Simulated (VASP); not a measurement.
Method: PBE GGA, VASP's PBE PAW potentials (set 64) (plane waves; VASP 6.6.1).

A VASP calculation is set up with these files.

POSCAR:
```
Ga32P31
1
   11.0671092084     0.0000000000     0.0000000000
    0.0000000000    11.0671092084     0.0000000000
   -0.0000000000    -0.0000000000    11.0671092084
Ga P
32 31
Direct
  0.5000000000   0.0000000000   0.0000000000
  0.7500000000   0.2500000000   0.0000000000
  0.7500000000   0.0000000000   0.2500000000
  0.0000000000   0.0000000000   0.0000000000
  0.2500000000   0.2500000000   0.0000000000
  0.5000000000   0.5000000000   0.0000000000
  0.7500000000   0.7500000000   0.0000000000
  0.2500000000   0.0000000000   0.2500000000
  0.5018570000   0.2545110000   0.2512540000
  0.7455810000   0.4966930000   0.2513330000
  0.5000000000   0.0000000000   0.5000000000
  0.7545380000   0.2463310000   0.5027220000
  0.7500000000   0.0000000000   0.7500000000
  0.0000000000   0.5000000000   0.0000000000
  0.2500000000   0.7500000000   0.0000000000
  0.0000000000   0.2500000000   0.2500000000
  0.2500000000   0.5000000000   0.2500000000
  0.5000000000   0.7500000000   0.2500000000
  0.0000000000   0.0000000000   0.5000000000
  0.2500000000   0.2500000000   0.5000000000
  0.5032530000   0.4955100000   0.4965560000
  0.7500000000   0.7500000000   0.5000000000
  0.2500000000   0.0000000000   0.7500000000
  0.5000000000   0.2500000000   0.7500000000
  0.7500000000   0.5000000000   0.7500000000
  0.0000000000   0.7500000000   0.2500000000
  0.0000000000   0.5000000000   0.5000000000
  0.2500000000   0.7500000000   0.5000000000
  0.0000000000   0.2500000000   0.7500000000
  0.2500000000   0.5000000000   0.7500000000
  0.5000000000   0.7500000000   0.7500000000
  0.0000000000   0.7500000000   0.7500000000
  0.6250000000   0.1250000000   0.1250000000
  0.8750000000   0.3750000000   0.1250000000
  0.8750000000   0.1250000000   0.3750000000
  0.1250000000   0.1250000000   0.1250000000
  0.3750000000   0.3750000000   0.1250000000
  0.6250000000   0.6250000000   0.1250000000
  0.8750000000   0.8750000000   0.1250000000
  0.3750000000   0.1250000000   0.3750000000
  0.8750000000   0.6250000000   0.3750000000
  0.6250000000   0.1250000000   0.6250000000
  0.8750000000   0.3750000000   0.6250000000
  0.8750000000   0.1250000000   0.8750000000
  0.1250000000   0.6250000000   0.1250000000
  0.3750000000   0.8750000000   0.1250000000
  0.1250000000   0.3750000000   0.3750000000
  0.3750000000   0.6250000000   0.3750000000
  0.6250000000   0.8750000000   0.3750000000
  0.1250000000   0.1250000000   0.6250000000
  0.3750000000   0.3750000000   0.6250000000
  0.6250000000   0.6250000000   0.6250000000
  0.8750000000   0.8750000000   0.6250000000
  0.3750000000   0.1250000000   0.8750000000
  0.6250000000   0.3750000000   0.8750000000
  0.8750000000   0.6250000000   0.8750000000
  0.1250000000   0.8750000000   0.3750000000
  0.1250000000   0.6250000000   0.6250000000
  0.3750000000   0.8750000000   0.6250000000
  0.1250000000   0.3750000000   0.8750000000
  0.3750000000   0.6250000000   0.8750000000
  0.6250000000   0.8750000000   0.8750000000
  0.1250000000   0.8750000000   0.8750000000
```

**KPOINTS**
```
K-points
0
gamma
 1 1 1
```

### INCAR
```
# general
SYSTEM  = Ga32P31
PREC    = Normal
ENCUT   = 400
LREAL   = Auto
LASPH   = .True.
ISYM    = 0
NELECT  = 250.0

# electronic loop
EDIFF   = 1E-5
NELM    = 100
NELMIN  = 4
ALGO    = Fast
LMAXMIX = 4

# smearing
ISMEAR  = 0
SIGMA   = 0.05

# functional
GGA     = PE

# ions
IBRION  = 2
NSW     = 60
ISIF    = 2
EDIFFG  = -0.03

# output
LWAVE   = .True.
LCHARG  = .False.
```

POTCAR, in this order: Ga P (PBE.64 set). Program: vasp_gam.

The cell is charged, with a uniform compensating background. The supercell is sampled at Γ alone, which is coarse: total energies, pressure and levels can be off, energies of defects by several tenths of an eV.

Problem. Predict the energy per atom (σ→0).

Solution. 
```json
{
  "energy per atom (σ→0)": "-4.487 eV/atom"
}
```

**OSZICAR**
```
...
RMM:   5    -0.282703375262E+03   -0.29469E-05   -0.56005E-05   285   0.149E-02
   6 F= -.28270338E+03 E0= -.28270338E+03  d E =-.924217E-02
       N       E                     dE             d eps       ncg     rms          rms(c)
DAV:   1    -0.282704280509E+03   -0.90819E-03   -0.22190E-02   356   0.278E-01    0.954E-02
RMM:   2    -0.282704423223E+03   -0.14271E-03   -0.17785E-03   314   0.914E-02    0.252E-02
RMM:   3    -0.282704453723E+03   -0.30500E-04   -0.33661E-04   336   0.394E-02    0.201E-02
RMM:   4    -0.282704451211E+03    0.25118E-05   -0.37728E-05   231   0.154E-02
   7 F= -.28270445E+03 E0= -.28270445E+03  d E =-.107595E-02
```

The cell is a supercell with a defect, built from GaP (zinc blende): vac_P, charge +1. The run is not spin-polarised, so no state with unpaired spins was tried.
